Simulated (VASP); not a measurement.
Data:

```
CELL_PARAMETERS angstrom
      3.48000     0.00000     0.00000
     -1.74000     3.01377     0.00000
      0.00000     0.00000     5.59000
ATOMIC_POSITIONS crystal
  Pb 0.33333 0.66667 0.25000
  Pb 0.66667 0.33333 0.75000
```

All values below come from PBEsol GGA, VASP's PBE PAW potentials (set 64) (plane waves; VASP). Numerical set-up: 400 eV cut-off, 11×11×6 Γ-centred mesh, first-order Methfessel-Paxton smearing of 0.10 eV, potentials Pb_d.

The ions, cell shape and volume are relaxed. What does this cell relax into?

```
CELL_PARAMETERS angstrom
      3.46434     0.00000     0.00000
     -1.73217     3.00020     0.00000
      0.00000     0.00000     5.71032
ATOMIC_POSITIONS crystal
  Pb 0.33333 0.66667 0.25000
  Pb 0.66667 0.33333 0.75000
```
Space group P6_3/mmc (194), at a tolerance of 0.03 Å.

How do energy and volume change from the first to the last step?

The energy (σ→0) changes by -4.0 meV/atom and the volume by +1.2 %, in 7 ionic steps.

The structure comes from a measured Pb entry (P6_3/mmc) of the Crystallography Open Database, whose conditions weren't checked. This run relaxes it. Symmetry was kept, so distortions that lower it aren't found.
